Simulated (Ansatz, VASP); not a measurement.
# ZnNi: VASP beside Ansatz

Aim: how closely do two programs agree when they are given the same cell, functional and k mesh? The cell is taken from a series of runs on this material, whose earlier steps may have relaxed, scaled, displaced or heated it; both programs get it as it stands.

Calculated with Ansatz 0.2.0; plane waves, with VASP 6.6.1 beside it; single point at PBEsol.

### Step 1. Starting point

The structure is cubic, space group Pm-3m (No. 221). Conventional cell: a = 2.908 Å, b = 2.908 Å, c = 2.908 Å, α = 90.00°, β = 90.00°, γ = 90.00°. Nearest to Zn lie 8 Ni at 2.52 Å. Nearest to Ni lie 8 Zn at 2.52 Å. Farther neighbours are not listed.

### Step 2. VASP: single point, PBEsol, pair 1

With cell and atoms fixed, the geometry can't cause a difference; cores, projectors, grids and the points listed under the comparison can.

Lines of VASP's logs that name or quote its potential files are left out, and so is its time.

Contents of INCAR:

```
SYSTEM = ZnNi
PREC = Accurate
ENCUT = 600
EDIFF = 1E-06
NELM = 120
ISMEAR = 0
SIGMA = 0.1
LREAL = .FALSE.
ALGO = Normal
GGA = PS
NBANDS = 17
LASPH = .TRUE.
LORBIT = 11
LWAVE = .FALSE.
LCHARG = .FALSE.
ISIF = 2
GGA_COMPAT = .FALSE.
```

Contents of POSCAR:

```
ZnNi
1.0
    2.9083000000      0.0000000000      0.0000000000
    0.0000000000      2.9083000000      0.0000000000
    0.0000000000      0.0000000000      2.9083000000
Zn Ni
1 1
Direct
    0.5000000000      0.5000000000      0.5000000000
    0.0000000000      0.0000000000      0.0000000000
```

Contents of KPOINTS:

```
Automatic mesh
0
Gamma
6 6 6
0 0 0
```

The projector-augmented-wave data sets are Zn and Ni (PBE family, release 64).

On the command line:

```bash
$ mpirun -np 1 vasp_std
```

Numbers of over 12 decimals in the logs are rounded to 6 here.

Log:

```text
[banner, memory and clock lines left out]
running    1 mpi-ranks, on    1 nodes
 distrk:  each k-point on    1 cores,    1 groups
 distr:  one band on    1 cores,    1 groups

 POSCAR found type information on POSCAR ZnNi
 POSCAR found :  2 types and       2 ions
|                                                                             |
|               ----> ADVICE to this user running VASP <----                  |
|                                                                             |
|     You enforced a specific xc type in the INCAR file but a different       |
|     [... a line on the potential file left out ...]
|     I HOPE YOU KNOW WHAT YOU ARE DOING!                                     |
|                                                                             |

 LDA part: xc-table for (Slater+PW92), standard interpolation
 POSCAR, INCAR and KPOINTS ok, starting setup
 FFT: planning ... GRIDC
 FFT: planning ... GRID_SOFT
 FFT: planning ... GRID
 WAVECAR not read
 entering main loop
       N       E                     dE             d eps       ncg     rms          rms(c)
DAV:   1     0.103345677987E+03    0.10335E+03   -0.11765E+04   704   0.218E+03
DAV:   2    -0.568315781689E+01   -0.10903E+03   -0.10503E+03   680   0.302E+02
DAV:   3    -0.922050703097E+01   -0.35373E+01   -0.35171E+01   753   0.666E+01
DAV:   4    -0.925635909227E+01   -0.35852E-01   -0.35836E-01   883   0.587E+00
DAV:   5    -0.925708743994E+01   -0.72835E-03   -0.72833E-03   794   0.749E-01    0.105E+01
DAV:   6    -0.100982302015E+02   -0.84114E+00   -0.15465E+01   710   0.675E+01    0.123E+01
DAV:   7    -0.820981610964E+01    0.18884E+01   -0.61324E+00   704   0.755E+01    0.320E+00
DAV:   8    -0.819651579082E+01    0.13300E-01   -0.21018E-01   750   0.641E+00    0.133E+00
DAV:   9    -0.818837623677E+01    0.81396E-02   -0.76879E-03   880   0.127E+00    0.266E-01
DAV:  10    -0.818804366384E+01    0.33257E-03   -0.11360E-03   878   0.466E-01    0.782E-02
DAV:  11    -0.818804123891E+01    0.24249E-05   -0.11051E-04   889   0.238E-01    0.184E-02
DAV:  12    -0.818803696846E+01    0.42705E-05   -0.13773E-05   821   0.756E-02    0.444E-03
DAV:  13    -0.818803699198E+01   -0.23515E-07   -0.56642E-07   384   0.146E-02
   1 F= -.81880370E+01 E0= -.81825309E+01  d E =-.110122E-01
```

From OUTCAR (step 2):

```text
ion  position               nearest neighbor table
   1  0.500  0.500  0.500-   2 2.52   2 2.52   2 2.52   2 2.52   2 2.52   2 2.52   2 2.52   2 2.52

  LATTYP: Found a simple cubic cell.
 ALAT       =     2.9083000000

 Subroutine GETGRP returns: Found 48 space group operations
 (whereof 48 operations were pure point group operations)

The static configuration has the point symmetry O_h .

 Found     20 irreducible k-points:

   k-points           NKPTS =     20   k-points in BZ     NKDIM =     20   number of bands    NBANDS=     17

   dimension x,y,z NGX =    24 NGY =   24 NGZ =   24
   dimension x,y,z NGXF=    48 NGYF=   48 NGZF=   48

   ENCUT  =  600.0 eV  44.10 Ry    6.64 a.u.   5.81  5.81  5.81*2*pi/ulx,y,z

   NELECT =      22.0000    total number of electrons

 k-points in reciprocal lattice and weights: Automatic mesh
   0.00000000  0.00000000  0.00000000       0.005
   0.16666667  0.00000000  0.00000000       0.028
   0.33333333  0.00000000  0.00000000       0.028
   0.50000000  0.00000000  0.00000000       0.014
   0.16666667  0.16666667  0.00000000       0.056
   0.33333333  0.16666667  0.00000000       0.111
   0.50000000  0.16666667  0.00000000       0.056
   0.33333333  0.33333333  0.00000000       0.056
   0.50000000  0.33333333  0.00000000       0.056
[...]
0.50000000  0.50000000  0.33333333       0.028
   0.50000000  0.50000000  0.50000000       0.005

 average (electrostatic) potential at core
       1 -33.3087       2 -85.0803

 E-fermi :   5.6272

 k-point     1 :       0.0000    0.0000    0.0000
  band No.  band energies     occupation
    ...
      7       3.6233      2.00000
      8       3.6233      2.00000
      9       4.8334      2.00000
     10       4.8334      2.00000
     11       4.8334      2.00000
     12      12.8221      0.00000
     13      12.8221      0.00000
     14      12.8221      0.00000
     15      18.2150      0.00000
     16      18.2150      0.00000
    ...

 k-point     2 :       0.1667    0.0000    0.0000
  band No.  band energies     occupation
    ...
      7       3.5998      2.00000
      8       3.6260      2.00000
      9       4.6216      2.00000
     10       4.6216      2.00000
     11       4.8156      2.00000
     12       9.7434      0.00000
     13      13.6453      0.00000
     14      13.6453      0.00000
     15      18.4391      0.00000
     16      19.2899      0.00000
    ...

 k-point     3 :       0.3333    0.0000    0.0000
  band No.  band energies     occupation
    ...
      7       3.0346      2.00000
      8       3.5502      2.00000
      9       4.2554      2.00000
     10       4.2554      2.00000
     11       4.7798      2.00000
     12       6.3953      0.00000
     13      15.8237      0.00000
     14      15.8237      0.00000
     15      19.1274      0.00000
     16      20.0868      0.00000
    ...

  Total       -1.4593238     -1.4593238     -1.4593238      0.0000000      0.0000000     -0.0000000
  in kB      -95.0483653    -95.0483653    -95.0483653      0.0000000      0.0000000     -0.0000000
  external PRESSURE =     -95.0483653 kB  Pullay stress =       0.0000000 kB

  energy-cutoff  :      600.00
  volume of cell :       24.60
      direct lattice vectors                 reciprocal lattice vectors
     2.908300000  0.000000000  0.000000000     0.343843482  0.000000000  0.000000000
     0.000000000  2.908300000  0.000000000     0.000000000  0.343843482  0.000000000
     0.000000000  0.000000000  2.908300000     0.000000000  0.000000000  0.343843482

 POSITION                                       TOTAL-FORCE (eV/Angst)
 -----------------------------------------------------------------------------------
      1.45415      1.45415      1.45415         0.000000      0.000000      0.000000
      0.00000      0.00000      0.00000         0.000000      0.000000      0.000000
 -----------------------------------------------------------------------------------
    total drift:                                0.000000      0.000000     -0.000000

  FREE ENERGIE OF THE ION-ELECTRON SYSTEM (eV)
  ---------------------------------------------------
  free  energy   TOTEN  =        -8.1880369920 eV

  energy  without entropy=       -8.1770248265  energy(sigma->0) =       -8.18253091

 total charge
# of ion       s       p       d       tot
------------------------------------------
    1        0.603   0.537   9.745  10.885
    2        0.413   0.408   8.426   9.247
--------------------------------------------------
tot          1.017   0.945  18.170  20.132

[... 3 further parts left out ...]
```

This run has no spin polarisation, so a moment on Ni, if there is one, isn't seen.

### Step 3. Ansatz: single point, PBEsol, pair 1

Ansatz runs on its PAW soft_1 files.

The same cell, functional, mesh and smearing now go to Ansatz, which takes its cutoff from its data sets.

Contents of input.yaml:

```yaml
crystal:
  lattice:
    - [2.9083, 0.0, 0.0]
    - [0.0, 2.9083, 0.0]
    - [0.0, 0.0, 2.9083]
  atoms:
    - { symbol: Zn, position: [0.5, 0.5, 0.5] }
    - { symbol: Ni, position: [0.0, 0.0, 0.0] }
kpoints:
  mp_grid: { grid: [6, 6, 6] }
hamiltonian:
  xc: pbesol
  pseudopotentials: { kind: paw, azcp: { folder: soft_1 }, xc_functional: pbe }
scf:
  occupations: { method: gaussian, width: 0.1 }
output:
  forces: true
  stress: true
  eigenvalues: true
```

On the command line:

```bash
$ ansatz run input.yaml --threads 4 --pin off --max-ram 10240MiB --backend cpu --events-out ev --progress --plain --runs-dir out
```

Log:

```text
Engine: ansatz 0.2.0, aarch64-unknown-linux-gnu
Pseudopotentials: kind: paw
Pseudopotential: Zn, paw, valence charge 12, recommended cutoff 420 eV (normal), soft_1/Zn.paw.azcp
Pseudopotential: Ni, paw, valence charge 18, recommended cutoff 420 eV (normal), soft_1/Ni.paw.azcp
Functional definition: PBEsol
  exchange = pbesol_x
  correlation = pbesol_c
Crystal: 2 atoms, lattice volume = 24.599 Å³
Basis set: ecut = 420 eV, 461 PW (Γ), exchange–correlation on 40×40×40 points (8 copies of the dense FFT grid, shifted against one another)
Bands: 19, of which v1, the nominal top of the filled ones, is band 15 counted from 1 (14 counted from 0)
Symmetry: 48 space group operations
Space group: Pm-3m (ITA 221), of the structure as read, at distance tolerance 2.9e-5 Å
k-points: 20 of 216
Non-local potential: Zn, projectors of the file, l = 0: 2, l = 1: 2, l = 2: 3, l = 3: 1
Non-local potential: Ni, projectors of the file, l = 0: 3, l = 1: 2, l = 2: 3, l = 3: 1
PAW form: soft (Blöchl's): semilocal exchange-correlation on the pseudo side does not see the compensation charge
PAW frozen core: Zn, regenerated for the run's functional, and the local potential with it (the file was generated under x = pbe(κ = 0.804, μ = 0.219515), c = pbe(β = 0.066725))
PAW frozen core: Ni, regenerated for the run's functional, and the local potential with it (the file was generated under x = pbe(κ = 0.804, μ = 0.219515), c = pbe(β = 0.066725))
PAW one-centre angular grid: Zn, 590 points (default); XC on 64 Gauss nodes
PAW one-centre angular grid: Ni, 590 points (default); XC on 64 Gauss nodes
Initial density: superposition of atomic densities (chi_scale 0.1, normalization cell, long waves kept (reshape's long-wave potential 0.00 eV rms))
Initial wavefunctions: pseudopotential atomic-orbital guess
Functional: x = pbesol(κ = 0.804, μ = 0.123457), c = pbesol(β = 0.046)
SCF iter   1: F=—  HF=-9086.904280 eV  |F-HF|=—  |Δ(HF+E_count)|=         —  Δρ=1.24e-1  dr2=3.56e0  ethr=3.10e-3  ⟨swp⟩=5.3  Hψ=1858  notcnv=0
preconditioner: auto → none  [insulator: Δε(μ)=0.227 eV  Ē_g=10.733 eV  σ=0.100 eV  W_gap=0.70  n_scr=6 (ndim 8)  ℏωp=35.1 eV  f_vac=0.000  D(μ)=1.11/eV (n_scr^D=6)  ε∞_Penn≈11.7]
SCF iter   2: F=—  HF=-9086.388007 eV  |F-HF|=—  |Δ(HF+E_count)|=   5.16e-1  Δρ=2.05e-2  dr2=1.10e-1  ethr=3.10e-3  ⟨swp⟩=2.5  Hψ=777  notcnv=0  defer=4
SCF iter   3: F=—  HF=-9086.348222 eV  |F-HF|=—  |Δ(HF+E_count)|=   3.98e-2  Δρ=8.30e-3  dr2=1.86e-2  ethr=3.67e-4  ⟨swp⟩=2.0  Hψ=829  notcnv=0  defer=4
SCF iter   4: F=—  HF=-9086.343990 eV  |F-HF|=—  |Δ(HF+E_count)|=   4.23e-3  Δρ=2.92e-3  dr2=6.02e-4  ethr=6.18e-5  ⟨swp⟩=2.0  Hψ=663  notcnv=0  defer=4
SCF iter   5: F=—  HF=-9086.344078 eV  |F-HF|=—  |Δ(HF+E_count)|=   8.75e-5  Δρ=2.52e-4  dr2=5.09e-6  ethr=2.01e-6  ⟨swp⟩=2.8  Hψ=836  notcnv=0  defer=4
SCF iter   6: F=—  HF=-9086.344053 eV  |F-HF|=—  |Δ(HF+E_count)|=   2.53e-5  Δρ=1.45e-4  dr2=2.46e-6  ethr=1.70e-8  ⟨swp⟩=2.1  Hψ=679  notcnv=0  defer=4
SCF iter   7: F=-9086.344052 eV  HF=-9086.344052 eV  |F-HF|=2.89e-8  |Δ(HF+E_count)|=   5.27e-7  Δρ=1.33e-5  dr2=2.18e-8  ethr=3.33e-10  ⟨swp⟩=4.8  Hψ=1814  notcnv=0
SCF 1 converged in 7 iterations: F = -9086.344052 eV  dr2 = 2.18e-8
  greatest PAW one-centre occupation: 1.001 electrons in one spin orbital (limit 2), on the Ni atom at site 1 (counted from 0), in its partial waves of l = 1
SCF converged after 7 iterations
Free energy (F): -9086.344052 eV
Harris-Foulkes:  -9086.344052 eV  (|F-HF|=2.89e-8)
Internal energy: -9086.333147 eV  (E = F + TS)
E sigma→0 (E₀):  -9086.338600 eV
Entropy (-TS):   -0.010905 eV (-5.452 meV/atom)
Fermi energy:    14.281585 eV
--- Per-component energies (eV) ---
  E_band       = -250.773101
  E_kinetic    = 489.676919
  E_local      = -4696.448250  (includes V_loc(G=0)·N_el)
  E_nonlocal   = 703.253766
  E_hartree    = 2233.801693
  E_xc         = -190.334418
  E_vxc        = -197.254710  (∫ρ·V_xc dr)
  E_paw        = -3482.381577  (= ΣΔE_a)
  E_vpaw       = -1017.616474  (= ΣTr[D̂ρ^β])
  E_aug_tail   = 0.000558  (compensation charges beyond the density's cutoff)
  E_ewald      = -4144.896483
  E_core_change = 0.994645  (= ΣΔE_core)
  E_smearing   = -0.010905  (= −TS)
  E_closure    = 0.000000  (closes the sum)
  Σ components = -9086.344052   (vs F -9086.344052, Δ=0.00e0)
--- Forces (eV/Å), atoms counted from 1 ---
  atom   1  Zn     0.00000000    -0.00000000     0.00000000
  atom   2  Ni    -0.00000000     0.00000000     0.00000000
  max |Σ_I F_I| component: 3.29e-29 eV/Å
--- Stress (GPa, compression-positive) ---
       -9.998788      -0.000000       0.000000
       -0.000000      -9.998788       0.000000
        0.000000       0.000000      -9.998788
  P = ⅓ Tr σ = -9.9988 GPa (-99.988 kbar)
--- Band table (eV; the first three rows and the last of 20) ---
  k-point 0: bands = [... 11 lower, 12.2755, 13.4941, 13.4941, 13.4941, 21.4193, 21.4193, 21.4193, 26.8076]
  k-point 1: bands = [... 11 lower, 12.2774, 13.2784, 13.2784, 13.4747, 18.3640, 22.2466, 22.2466, 27.0254]
  k-point 2: bands = [... 11 lower, 12.1938, 12.9062, 12.9062, 13.4356, 15.0399, 24.4289, 24.4289, 27.6960]
  k-point 19: bands = [... 11 lower, 11.2632, 13.8156, 13.8156, 18.8977, 19.6483, 19.6483, 19.6483, 20.1964]
```

The column dr2 measures how far the density is from self-consistency, as an energy; F and HF (Harris–Foulkes) agree once it is small.

The run ends at a pressure of -10.00 GPa.

### Step 4. Comparison

Known differences besides the potentials themselves: the data sets hold 30 valence electrons in Ansatz (on its PAW soft_1 files) and 22 in VASP; the cutoff is 420 eV in Ansatz and 600 eV in VASP; Ansatz makes its cores anew for this functional, VASP keeps those of its PBE data sets. Total energies have different zeros and are not compared.

Compared:

```
      quantity  Ansatz   VASP  difference
pressure (GPa)  -10.00  -9.50       -0.49
```

### Step 5. VASP: single point, PBEsol, pair 2

With cell and atoms fixed, the geometry can't cause a difference; cores, projectors, grids and the points listed under the comparison can. The cell compared in this pair holds 22.25 Å³, against 24.60 Å³ for the pair before.

Edit INCAR of step 2 so:

```diff
@@ -5,4 +5,4 @@
 NELM = 120
-ISMEAR = 0
-SIGMA = 0.1
+ISMEAR = 1
+SIGMA = 0.2
 LREAL = .FALSE.
```

Contents of POSCAR:

```
ZnNi
1.0
    2.8125028730      0.0000000000      0.0000000000
    0.0000000000      2.8125028730      0.0000000000
    0.0000000000      0.0000000000      2.8125028730
Zn Ni
1 1
Direct
    0.5000000000      0.5000000000      0.5000000000
    0.0000000000      0.0000000000      0.0000000000
```

Contents of KPOINTS:

```
Automatic mesh
0
Gamma
16 16 16
0 0 0
```

On the command line:

```bash
$ mpirun -np 1 vasp_std
```

Log:

```text
[banner, memory and clock lines left out]
running    1 mpi-ranks, on    1 nodes
[...]
[... a notice as in an earlier step ...]

 LDA part: xc-table for (Slater+PW92), standard interpolation
 POSCAR, INCAR and KPOINTS ok, starting setup
[...]
entering main loop
       N       E                     dE             d eps       ncg     rms          rms(c)
DAV:   1     0.100603418289E+03    0.10060E+03   -0.11882E+04  6018   0.223E+03
DAV:   2    -0.553674551598E+01   -0.10614E+03   -0.10210E+03  5647   0.304E+02
DAV:   3    -0.929954839263E+01   -0.37628E+01   -0.37383E+01  6239   0.690E+01
DAV:   4    -0.933526193385E+01   -0.35714E-01   -0.35701E-01  6788   0.591E+00
[...]
DAV:  10    -0.822698606958E+01    0.28772E-03   -0.51473E-04  7529   0.266E-01    0.730E-02
DAV:  11    -0.822698958911E+01   -0.35195E-05   -0.23468E-05  8939   0.114E-01    0.596E-03
DAV:  12    -0.822698930067E+01    0.28844E-06   -0.27205E-06  4718   0.402E-02
   1 F= -.82269893E+01 E0= -.82260049E+01  d E =-.295332E-02
```

From OUTCAR (step 5):

```text
  Total        0.8924929      0.8924929      0.8924929      0.0000000      0.0000000     -0.0000000
  in kB       64.2741663     64.2741663     64.2741663      0.0000000      0.0000000     -0.0000000
  external PRESSURE =      64.2741663 kB  Pullay stress =       0.0000000 kB

 POSITION                                       TOTAL-FORCE (eV/Angst)
 -----------------------------------------------------------------------------------
      1.40625      1.40625      1.40625         0.000000      0.000000      0.000000
      0.00000      0.00000      0.00000         0.000000      0.000000      0.000000
 -----------------------------------------------------------------------------------
    total drift:                                0.000000      0.000000     -0.000000

  FREE ENERGIE OF THE ION-ELECTRON SYSTEM (eV)
  ---------------------------------------------------
  free  energy   TOTEN  =        -8.2269893007 eV

  energy  without entropy=       -8.2240359829  energy(sigma->0) =       -8.22600486

[... 3 further parts left out ...]
[key lines of the parts left out:]
E-fermi :   6.8140
```

The run ends at a pressure of 6.43 GPa.

(Part 1 of 2 ends here.)

[Lines on the potential files, build, host, timing and source positions are cut from VASP's logs without a mark.]

[Logs are printed without paths, hosts, clocks, repeated set-up lines and the standing remarks that a program may print on its own settings, such as how far it seeks lower states.]

[Hosts, paths, dates, database ids (printed as entryN), source tags and the programs' standing remarks are cut or masked in the printed files.]
